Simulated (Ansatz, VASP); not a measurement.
# ZrSeS: VASP beside Ansatz

Aim: how closely do two programs agree when they are given the same cell, functional and k mesh? The structure shown is the end of the VASP relaxation below.

Program: Ansatz 0.2.0. Level of theory: plane waves, with VASP 6.6.1 beside it; single point at PBEsol and band structure at PBEsol. Results are calculated unless marked as measured.

### 1. Set-up

The cell holds 6 atoms: 2 Se, 2 Zr and 2 S. Cell: a = 3.750 Å, b = 3.750 Å, c = 24.232 Å, α = 90.0°, β = 90.0°, γ = 120.0°. It derives from ZrSeS. The (0 0 1) slab of ZrSeS, cut from the database cell (so at first; earlier steps may have moved the atoms). Vacuum lies along c.

### 2. VASP: relaxation, PBEsol

This run makes the geometry at which the two programs are then compared.

Lines of VASP's logs that name or quote its potential files are left out, and so is its time.

Input file INCAR:

```
SYSTEM = ZrSeS
PREC = Normal
ENCUT = 300
EDIFF = 1E-05
NELM = 120
ISMEAR = 0
SIGMA = 0.05
LREAL = .FALSE.
ALGO = Fast
GGA = PS
NBANDS = 30
LORBIT = 11
LWAVE = .FALSE.
LCHARG = .FALSE.
KPAR = 2
IBRION = 2
NSW = 40
ISIF = 2
EDIFFG = -0.03
POTIM = 0.4
MAXMIX = 40
IDIPOL = 3
LDIPOL = .TRUE.
DIPOL = 0.5 0.5 0.502
```

Input file POSCAR:

```
ZrSeS
1.0
    3.7500238339      0.0000000000      0.0000000000
   -1.8750119170      3.2476159049      0.0000000000
    0.0000000000      0.0000000000     24.2321087880
Se Zr S
2 2 2
Selective dynamics
Direct
    0.3333333300      0.6666666600      0.3095067000  F F F
    0.3333333300      0.6666666600      0.5668025400  T T T
    0.6666666700      0.3333333400      0.3761800600  F F F
    0.6666666700      0.3333333400      0.6334759000  T T T
    0.0000000000      0.0000000000      0.4331974600  F F F
    0.0000000000      0.0000000000      0.6904933000  T T T
```

Input file KPOINTS:

```
Automatic mesh
0
Gamma
9 9 1
0 0 0
```

Potentials, in the order of the species: Se, Zr_sv and S (PBE family, release 64).

Started as:

```bash
mpirun -np 2 vasp_std
```

Numbers of over 12 decimals in the logs are rounded to 6 here.

The log of the run:

```text
[banner, memory and clock lines left out]
running    2 mpi-ranks, on    1 nodes
 distrk:  each k-point on    1 cores,    2 groups
 distr:  one band on    1 cores,    1 groups

 POSCAR found type information on POSCAR SeZrS
 POSCAR found :  3 types and       6 ions
|                                                                             |
|               ----> ADVICE to this user running VASP <----                  |
|                                                                             |
|     You enforced a specific xc type in the INCAR file but a different       |
|     [... a line on the potential file left out ...]
|     I HOPE YOU KNOW WHAT YOU ARE DOING!                                     |
|                                                                             |

 LDA part: xc-table for (Slater+PW92), standard interpolation
 POSCAR, INCAR and KPOINTS ok, starting setup
 FFT: planning ... GRIDC
 FFT: planning ... GRID_SOFT
 FFT: planning ... GRID
 WAVECAR not read
 entering main loop
       N       E                     dE             d eps       ncg     rms          rms(c)
DAV:   1     0.290794150079E+03    0.29079E+03   -0.17383E+04   904   0.881E+02
DAV:   2    -0.133870916204E+02   -0.30418E+03   -0.29478E+03   918   0.260E+02
DAV:   3    -0.448621987251E+02   -0.31475E+02   -0.31118E+02  1088   0.715E+01
DAV:   4    -0.470156481279E+02   -0.21534E+01   -0.21484E+01  1144   0.170E+01
DAV:   5    -0.470652713240E+02   -0.49623E-01   -0.49613E-01   990   0.244E+00    0.206E+01
RMM:   6    -0.432307218932E+02    0.38345E+01   -0.11124E+01   833   0.131E+01    0.933E+00
RMM:   7    -0.433837141652E+02   -0.15299E+00   -0.59341E+00   960   0.790E+00    0.350E+00
RMM:   8    -0.433619701158E+02    0.21744E-01   -0.19565E+00   812   0.626E+00    0.244E+00
RMM:   9    -0.432456147953E+02    0.11636E+00   -0.47403E-01   861   0.360E+00    0.691E-01
RMM:  10    -0.432608426157E+02   -0.15228E-01   -0.18088E-01  1076   0.138E+00    0.551E-01
RMM:  11    -0.432641495867E+02   -0.33070E-02   -0.49001E-02  1160   0.692E-01    0.618E-01
RMM:  12    -0.432631957909E+02    0.95380E-03   -0.19889E-02  1108   0.451E-01    0.677E-01
RMM:  13    -0.432656761333E+02   -0.24803E-02   -0.12016E-02  1078   0.370E-01    0.905E-01
RMM:  14    -0.432627839963E+02    0.28921E-02   -0.31912E-02  1078   0.934E-01    0.211E-01
[...]
RMM:  20    -0.432624360893E+02   -0.15351E-04   -0.15066E-03  1067   0.180E-01    0.236E-01
RMM:  21    -0.432627118835E+02   -0.27579E-03   -0.17466E-03  1045   0.205E-01    0.534E-02
RMM:  22    -0.432628497612E+02   -0.13788E-03   -0.54233E-04  1069   0.102E-01    0.679E-02
RMM:  23    -0.432629537543E+02   -0.10399E-03   -0.25886E-04   978   0.709E-02    0.119E-01
RMM:  24    -0.432629050545E+02    0.48700E-04   -0.74313E-04   991   0.138E-01    0.337E-02
RMM:  25    -0.432629209611E+02   -0.15907E-04   -0.62416E-05   744   0.389E-02    0.289E-02
RMM:  26    -0.432629478527E+02   -0.26892E-04   -0.10612E-04   923   0.486E-02    0.239E-02
RMM:  27    -0.432629577454E+02   -0.98928E-05   -0.11732E-05   467   0.195E-02
   1 F= -.43262958E+02 E0= -.43262958E+02  d E =-.432630E+02
[... from here on, the cycles between the ionic steps are left out ...]
   2 F= -.43264426E+02 E0= -.43264426E+02  d E =-.146863E-02
   3 F= -.43264731E+02 E0= -.43264731E+02  d E =-.177276E-02
   4 F= -.43264574E+02 E0= -.43264574E+02  d E =-.161641E-02
   5 F= -.43264797E+02 E0= -.43264797E+02  d E =-.183897E-02
   6 F= -.43264797E+02 E0= -.43264797E+02  d E =-.183935E-02
   7 F= -.43264800E+02 E0= -.43264800E+02  d E =-.184196E-02
   8 F= -.43265031E+02 E0= -.43265031E+02  d E =-.230973E-03
 trial-energy change:   -0.000231  1 .order   -0.000225   -0.000341   -0.000110
 step:   1.7332(harm=  1.7332)  dis= 0.00390  next Energy=   -43.265051 (dE=-0.251E-03)
 bond charge predicted
       N       E                     dE             d eps       ncg     rms          rms(c)
DAV:   1    -0.432650436100E+02   -0.92117E-05   -0.79233E-03   720   0.475E-01    0.302E-02
RMM:   2    -0.432650582822E+02   -0.14672E-04   -0.22018E-04   653   0.801E-02    0.303E-02
RMM:   3    -0.432650657507E+02   -0.74685E-05   -0.59052E-05   710   0.318E-02
   9 F= -.43265066E+02 E0= -.43265066E+02  d E =-.266042E-03
 curvature:  -0.99 expect dE=-0.165E-04 dE for cont linesearch -0.128E-06
 trial: gam= 0.07151 g(F)=  0.167E-04 g(S)=  0.000E+00 ort =-0.655E-05 (trialstep = 0.129E+01)
 search vector abs. value=  0.174E-04
 reached required accuracy - stopping structural energy minimisation
```

Parts of OUTCAR (step 2):

```text
ion  position               nearest neighbor table
   1  0.333  0.667  0.310-   3 2.70   3 2.70   3 2.70
   2  0.333  0.667  0.567-   4 2.70   4 2.70   4 2.70
   3  0.667  0.333  0.376-   5 2.57   5 2.57   5 2.57   1 2.70   1 2.70   1 2.70
   4  0.667  0.333  0.633-   6 2.57   6 2.57   6 2.57   2 2.70   2 2.70   2 2.70
   5  0.000  0.000  0.433-   3 2.57   3 2.57   3 2.57
   6  0.000  0.000  0.690-   4 2.57   4 2.57   4 2.57

  LATTYP: Found a hexagonal cell.
 ALAT       =     3.7500238339
 C/A-ratio  =     6.4618546071

 Subroutine GETGRP returns: Found  6 space group operations
 (whereof  6 operations were pure point group operations)

The static configuration has the point symmetry C_3v.

 Found     12 irreducible k-points:

   k-points           NKPTS =     12   k-points in BZ     NKDIM =     12   number of bands    NBANDS=     30

   dimension x,y,z NGX =    16 NGY =   16 NGZ =  108
   dimension x,y,z NGXF=    32 NGYF=   32 NGZF=  216

   ENCUT  =  300.0 eV  22.05 Ry    4.70 a.u.   5.30  5.30 34.22*2*pi/ulx,y,z

   NELECT =      48.0000    total number of electrons

 k-points in reciprocal lattice and weights: Automatic mesh
   0.00000000  0.00000000  0.00000000       0.012
   0.11111111  0.00000000  0.00000000       0.074
   0.22222222  0.00000000  0.00000000       0.074
   0.33333333  0.00000000  0.00000000       0.074
   0.44444444  0.00000000  0.00000000       0.074
   0.11111111  0.11111111  0.00000000       0.074
   0.22222222  0.11111111  0.00000000       0.148
   0.33333333  0.11111111  0.00000000       0.148
   0.44444444  0.11111111  0.00000000       0.074
   0.22222222  0.22222222  0.00000000       0.074
   0.33333333  0.22222222  0.00000000       0.148
   0.33333333  0.33333333  0.00000000       0.025

 dipolmoment           0.000000      0.000000     -0.009125 electrons x Angstroem

 average (electrostatic) potential at core
       1 -57.8974       2 -57.9696       3 -84.7484       4 -84.7875       5 -91.6648
       6 -91.7146

 E-fermi :  -0.4960

 k-point     1 :       0.0000    0.0000    0.0000
  band No.  band energies     occupation
    ...
     20      -1.4774      2.00000
     21      -0.9042      2.00000
     22      -0.9042      2.00000
     23      -0.8252      2.00000
     24      -0.8252      2.00000
     25       0.3441      0.00000
     26       0.3441      0.00000
     27       0.4137      0.00000
     28       0.4137      0.00000
     29       1.1963      0.00000
    ...

 k-point     2 :       0.1111    0.0000    0.0000
  band No.  band energies     occupation
    ...
     20      -1.7347      2.00000
     21      -1.6603      2.00000
     22      -1.2823      2.00000
     23      -1.2778      2.00000
     24      -1.1890      2.00000
     25       0.4337      0.00000
     26       0.4964      0.00000
     27       0.7784      0.00000
     28       0.8417      0.00000
     29       1.3946      0.00000
    ...

 k-point     3 :       0.2222    0.0000    0.0000
  band No.  band energies     occupation
    ...
     20      -2.9450      2.00000
     21      -1.7473      2.00000
     22      -1.6510      2.00000
     23      -1.6223      2.00000
     24      -1.3209      2.00000
     25       0.2544      0.00000
     26       0.3137      0.00000
     27       1.3787      0.00000
     28       1.4403      0.00000
     29       1.7037      0.00000
    ...

  Total       -2.6982574     -2.6982574     -0.9160486      0.0000000      0.0000000     -0.0000000
  in kB      -14.6488681    -14.6488681     -4.9732374      0.0000000      0.0000000     -0.0000000
  external PRESSURE =     -11.4236578 kB  Pullay stress =       0.0000000 kB

  energy-cutoff  :      300.00
  volume of cell :      295.11
      direct lattice vectors                 reciprocal lattice vectors
     3.750023834  0.000000000  0.000000000     0.266664972  0.153959093  0.000000000
    -1.875011917  3.247615905  0.000000000     0.000000000  0.307918187  0.000000000
     0.000000000  0.000000000 24.232108788     0.000000000  0.000000000  0.041267560

 POSITION                                       TOTAL-FORCE (eV/Angst)
 -----------------------------------------------------------------------------------
     -0.00000      2.16508      7.50000         0.000000      0.000000      0.093459
     -0.00000      2.16508     13.74266         0.000000      0.000000     -0.017217
      1.87501      1.08254      9.11564         0.000000     -0.000000      0.084246
      1.87501      1.08254     15.35411        -0.000000     -0.000000     -0.009168
      0.00000      0.00000     10.49729         0.000000      0.000000     -0.144176
      0.00000      0.00000     16.71484        -0.000000      0.000000     -0.007143
 -----------------------------------------------------------------------------------
    total drift:                                0.000011     -0.000033      0.011555

  FREE ENERGIE OF THE ION-ELECTRON SYSTEM (eV)
  ---------------------------------------------------
  free  energy   TOTEN  =       -43.2650657507 eV

  energy  without entropy=      -43.2650657507  energy(sigma->0) =      -43.26506575

 reached required accuracy - stopping structural energy minimisation

 vacuum level on the upper side and lower side of the slab         4.979         5.117

 total charge
# of ion       s       p       d       tot
------------------------------------------
    1        1.464   2.383   0.026   3.874
    2        1.465   2.380   0.027   3.872
    3        2.169   6.006   1.448   9.622
    4        2.169   6.007   1.455   9.632
    5        1.337   2.394   0.000   3.731
    6        1.336   2.406   0.000   3.742
--------------------------------------------------
tot          9.940  21.575   2.957  34.472

[... 3 further parts left out ...]
```

The run keeps the 6 symmetry operations of its start, so it cannot find a distortion of lower symmetry.

### 3. Ansatz: single point, PBEsol

Ansatz runs on its default PAW (the set named soft_2) files.

The same cell, functional, mesh and smearing now go to Ansatz, which takes its cutoff from its data sets.

Input file input.yaml:

```yaml
crystal:
  lattice:
    - [3.75002383, 0.0, 0.0]
    - [-1.87501192, 3.2476159, 0.0]
    - [0.0, 0.0, 24.23210879]
  atoms:
    - { symbol: Se, position: [0.33333333, 0.66666666, 0.3095067] }
    - { symbol: Se, position: [0.33333333, 0.66666666, 0.56712614] }
    - { symbol: Zr, position: [0.66666667, 0.33333334, 0.37618006] }
    - { symbol: Zr, position: [0.66666667, 0.33333334, 0.63362673] }
    - { symbol: S, position: [0.0, 0.0, 0.43319746] }
    - { symbol: S, position: [0.0, 0.0, 0.68978084] }
hamiltonian:
  xc: pbesol
  pseudopotentials: { kind: paw }
kpoints:
  mp_grid: { grid: [9, 9, 1] }
scf:
  occupations: { method: gaussian, width: 0.05 }
  n_extra_bands: 5
efield:
  axis: 3
  dipole_correction: true
  ramp_width: 0.04
output:
  forces: true
  eigenvalues: true
  write_density: true
  write_potential: true
  elf: true
  volumetric_format: npy
```

Started as:

```bash
ansatz run input.yaml --threads 4 --pin off --max-ram 9216MiB --backend cpu --events-out ev --progress --plain --runs-dir out
```

The log of the run:

```text
scf.n_extra_bands = 5 over 34 filled bands (N_el = 68.0): the run solves 39 bands
Engine: ansatz 0.2.0, aarch64-unknown-linux-gnu
Pseudopotentials: kind: paw
Pseudopotential: Se, paw, valence charge 16, recommended cutoff 420 eV (normal), Se.paw.azcp
Pseudopotential: Zr, paw, valence charge 12, recommended cutoff 420 eV (normal), Zr.paw.azcp
Pseudopotential: S, paw, valence charge 6, recommended cutoff 420 eV (normal), S.paw.azcp
Functional definition: PBEsol
  exchange = pbesol_x
  correlation = pbesol_c
Crystal: 6 atoms, lattice volume = 295.114 Å³
Basis set: ecut = 420 eV, 5793 PW (Γ), exchange–correlation on 54×54×324 points (8 copies of the dense FFT grid, shifted against one another)
Bands: 39, of which v1, the nominal top of the filled ones, is band 34 counted from 1 (33 counted from 0)
Symmetry: 6 space group operations
Space group: P3m1 (ITA 156), of the structure as read, at distance tolerance 6.7e-5 Å
k-points: 12 of 81 (time reversal used)
Non-local potential: Se, projectors of the file, l = 0: 2, l = 1: 2, l = 2: 3, l = 3: 1
Non-local potential: Zr, projectors of the file, l = 0: 3, l = 1: 2, l = 2: 2, l = 3: 2
Non-local potential: S, projectors of the file, l = 0: 2, l = 1: 2, l = 2: 2
PAW form: soft (Blöchl's): semilocal exchange-correlation on the pseudo side does not see the compensation charge
PAW frozen core: Se, regenerated for the run's functional, and the local potential with it (the file was generated under x = pbe(κ = 0.804, μ = 0.219515), c = pbe(β = 0.066725))
PAW frozen core: Zr, regenerated for the run's functional, and the local potential with it (the file was generated under x = pbe(κ = 0.804, μ = 0.219515), c = pbe(β = 0.066725))
PAW frozen core: S, regenerated for the run's functional, and the local potential with it (the file was generated under x = pbe(κ = 0.804, μ = 0.219515), c = pbe(β = 0.066725))
PAW one-centre angular grid: Se, 590 points (default); XC on 64 Gauss nodes
PAW one-centre angular grid: Zr, 590 points (default); XC on 64 Gauss nodes
PAW one-centre angular grid: S, 110 points (default); XC on 64 Gauss nodes
Initial density: superposition of atomic densities (neutral atoms: chi_scale 0, normalization atom), corrected by the library's trained network
Initial wavefunctions: pseudopotential atomic-orbital guess
Functional: x = pbesol(κ = 0.804, μ = 0.123457), c = pbesol(β = 0.046)
SCF iter   1: F=—  HF=-20884.157209 eV  |F-HF|=—  |Δ(HF+E_count)|=         —  Δρ=3.22e-3  dr2=7.52e-2  ethr=1.77e-3  p=0.005 e·Å  D=3.13e-3 V/Å  ΔV_dip=-0.08 eV  dr2_dipole=3.58e-3  V_vac-E_F(+/−)=5.45/5.53 eV  ⟨swp⟩=6.2  Hψ=1769  notcnv=0
efield: sawtooth ramp at fractional position 0.9796 (placed from the atoms, in the widest stretch of the axis that holds none; the zero of the levels goes with the place), width 0.0400; the density the first Hamiltonian is built on has a dipole p = 0.005 e·Å; the dipole correction subtracts the counter field D = 3.13e-3 V/Å, which shifts the + side's vacuum level by -0.08 eV against the − side's; the planar-averaged density in the ramp window peaks in size at 4.1e-5 e/Å³
preconditioner: auto → Resta (q_TF=auto, 2.136 Å⁻¹)  ε∞=4.3  [insulator: Δε(μ)=0.676 eV  Ē_g=6.779 eV  σ=0.050 eV  W_gap=1.00  n_scr=58 (ndim 8)  ℏωp=12.2 eV  f_vac=0.495  D(μ)=0.00/eV (n_scr^D=0)  ε∞_Penn≈4.3  vacuum switching on, ρ_ref=3.3e-3 e/Å³]
SCF iter   2: F=—  HF=-20884.143251 eV  |F-HF|=—  |Δ(HF+E_count)|=   1.40e-2  Δρ=1.19e-3  dr2=6.87e-3  ethr=1.11e-4  p=0.018 e·Å  D=1.07e-2 V/Å  ΔV_dip=-0.26 eV  dr2_dipole=1.46e-3  V_vac-E_F(+/−)=5.37/5.64 eV  ⟨swp⟩=2.2  Hψ=771  notcnv=0  defer=12
SCF iter   3: F=—  HF=-20884.142556 eV  |F-HF|=—  |Δ(HF+E_count)|=   6.94e-4  Δρ=6.78e-4  dr2=1.42e-3  ethr=1.01e-5  p=0.010 e·Å  D=6.23e-3 V/Å  ΔV_dip=-0.15 eV  dr2_dipole=6.63e-6  V_vac-E_F(+/−)=5.44/5.59 eV  ⟨swp⟩=2.1  Hψ=648  notcnv=0  defer=12
SCF iter   4: F=—  HF=-20884.142936 eV  |F-HF|=—  |Δ(HF+E_count)|=   3.80e-4  Δρ=3.14e-4  dr2=8.98e-4  ethr=2.09e-6  p=0.011 e·Å  D=6.53e-3 V/Å  ΔV_dip=-0.16 eV  dr2_dipole=1.65e-4  V_vac-E_F(+/−)=5.45/5.61 eV  ⟨swp⟩=2.9  Hψ=804  notcnv=0  defer=12
SCF iter   5: F=—  HF=-20884.142897 eV  |F-HF|=—  |Δ(HF+E_count)|=   3.93e-5  Δρ=7.75e-5  dr2=2.61e-5  ethr=1.32e-6  p=0.008 e·Å  D=5.16e-3 V/Å  ΔV_dip=-0.13 eV  dr2_dipole=2.09e-6  V_vac-E_F(+/−)=5.47/5.59 eV  ⟨swp⟩=2.0  Hψ=578  notcnv=0  defer=12
SCF iter   6: F=—  HF=-20884.143067 eV  |F-HF|=—  |Δ(HF+E_count)|=   1.70e-4  Δρ=2.30e-5  dr2=3.92e-6  ethr=3.83e-8  p=0.008 e·Å  D=4.97e-3 V/Å  ΔV_dip=-0.12 eV  dr2_dipole=4.62e-7  V_vac-E_F(+/−)=5.47/5.59 eV  ⟨swp⟩=2.2  Hψ=798  notcnv=0  defer=12
SCF iter   7: F=—  HF=-20884.143067 eV  |F-HF|=—  |Δ(HF+E_count)|=   1.73e-7  Δρ=1.08e-5  dr2=8.61e-7  ethr=5.77e-9  p=0.008 e·Å  D=4.83e-3 V/Å  ΔV_dip=-0.12 eV  dr2_dipole=6.22e-8  V_vac-E_F(+/−)=5.48/5.59 eV  ⟨swp⟩=2.1  Hψ=783  notcnv=0  defer=12
SCF iter   8: F=—  HF=-20884.143067 eV  |F-HF|=—  |Δ(HF+E_count)|=   3.92e-7  Δρ=5.01e-6  dr2=1.94e-7  ethr=1.27e-9  p=0.008 e·Å  D=4.85e-3 V/Å  ΔV_dip=-0.12 eV  dr2_dipole=4.51e-8  V_vac-E_F(+/−)=5.48/5.59 eV  ⟨swp⟩=2.2  Hψ=606  notcnv=0  defer=12
SCF iter   9: F=-20884.143067 eV  HF=-20884.143067 eV  |F-HF|=1.44e-8  |Δ(HF+E_count)|=   1.02e-7  Δρ=1.92e-6  dr2=2.09e-8  ethr=1.47e-10  p=0.008 e·Å  D=4.82e-3 V/Å  ΔV_dip=-0.12 eV  dr2_dipole=4.57e-9  V_vac-E_F(+/−)=5.48/5.59 eV  ⟨swp⟩=15.5  Hψ=3527  notcnv=0
SCF 1 converged in 9 iterations: F = -20884.143067 eV  dr2 = 2.09e-8
  greatest PAW one-centre occupation: 1.000 electrons in one spin orbital (limit 2), on the Se atom at site 1 (counted from 0), in its partial waves of l = 2
SCF converged after 9 iterations
Free energy (F): -20884.143067 eV
Harris-Foulkes:  -20884.143067 eV  (|F-HF|=1.44e-8)
Internal energy: -20884.143067 eV  (E = F + TS)
E sigma→0 (E₀):  -20884.143067 eV
Fermi energy:    1.248422 eV
Dipole field:    D = 0.004749 V/Å  (p = 0.007745 e·Å, saw-weighted, corrected)
Work function:   Φ+ = 5.4783 eV   Φ− = 5.5934 eV
Levels:          The Fermi level and band energies are counted from a zero that moves with the ramp; work functions are not
--- Per-component energies (eV) ---
  E_band       = -1548.823871
  E_kinetic    = 1114.294736
  E_local      = -45511.552171  (includes V_loc(G=0)·N_el)
  E_nonlocal   = -969.625609
  E_hartree    = 22152.180686
  E_xc         = -720.248878
  E_vxc        = -751.927270  (∫ρ·V_xc dr)
  E_paw        = -10702.178455  (= ΣΔE_a)
  E_vpaw       = 265.486144  (= ΣTr[D̂ρ^β])
  E_aug_tail   = -0.001142  (compensation charges beyond the density's cutoff)
  E_efield     = 0.000018  (sawtooth field / dipole correction)
  E_vefield    = 0.125948  (∫n·V_field dr)
  E_ewald      = 13750.515506
  E_core_change = 2.472240  (= ΣΔE_core)
  E_smearing   = -0.000000  (= −TS)
  E_closure    = 0.000000  (closes the sum)
  Σ components = -20884.143067   (vs F -20884.143067, Δ=0.00e0)
--- Forces (eV/Å), atoms counted from 1 ---
  atom   1  Se    -0.00000000     0.00000000     0.13116016
  atom   2  Se    -0.00000000     0.00000000     0.02222410
  atom   3  Zr     0.00000000    -0.00000000     0.08440422
  atom   4  Zr     0.00000000    -0.00000000    -0.01559344
  atom   5  S      0.00000000    -0.00000000    -0.17702019
  atom   6  S      0.00000000    -0.00000000    -0.04517051
  max |Σ_I F_I| component: 4.34e-6 eV/Å
--- Band table (eV; the first three rows and the last of 12) ---
  k-point 0: bands = [... 30 lower, 0.8221, 0.8221, 0.8954, 0.8954, 2.0727, 2.0727, 2.1347, 2.1347, ... 1 higher]
  k-point 1: bands = [... 30 lower, 0.0638, 0.4390, 0.4495, 0.5328, 2.1609, 2.2164, 2.5061, 2.5619, ... 1 higher]
  k-point 2: bands = [... 30 lower, -0.0193, 0.0715, 0.1009, 0.4015, 1.9805, 2.0339, 3.1057, 3.1603, ... 1 higher]
  k-point 11: bands = [... 30 lower, -1.1098, -1.1056, -1.0250, -0.8940, 2.7352, 2.8129, 3.3006, 3.4263, ... 1 higher]
```

Wall time 4.4 s (4 threads of Arm Neoverse V2, shared host); peak memory 0.67 GiB; 15 s of CPU time.

Reading the cycles: dr2 is the Hartree energy of the density residual (eV), the measure of convergence; HF is the Harris–Foulkes estimate of the energy, which meets the free energy F at convergence.

(Part 1 of 2 ends here.)

[Lines on the potential files, build, host, timing and source positions are cut from VASP's logs without a mark.]

[Logs are printed without paths, hosts, clocks, repeated set-up lines and the standing remarks that a program may print on its own settings, such as how far it seeks lower states.]

[Hosts, paths, dates, database ids (printed as entryN), source tags and the programs' standing remarks are cut or masked in the printed files.]
